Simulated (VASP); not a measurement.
VASP, PAW. Band gap of BAs (zinc blende) (no spin-orbit coupling).

| level | band gap (eV) |
|---|---|
| RPBE (own cell) | 1.26 |

### Question
Estimate the band gap from PBE0 (PBE cell), AM05 (own cell), PBE (own cell) and from experiment.

### Answer

- PBE0 (PBE cell): 2.52 eV
- AM05 (own cell): 1.11 eV
- PBE (own cell): 1.20 eV
- measured: 1.82 eV (as given by Wikipedia, List of semiconductor materials)

Only levels that ran to the end are used. Left out are those held back, those with too coarse a band path, GW runs whose mesh misses a band edge, hybrids' fits of cells that aren't cubic and levels without matching references; a question may draw on a part of the rest.

The compound is BAs in the zinc blende structure.
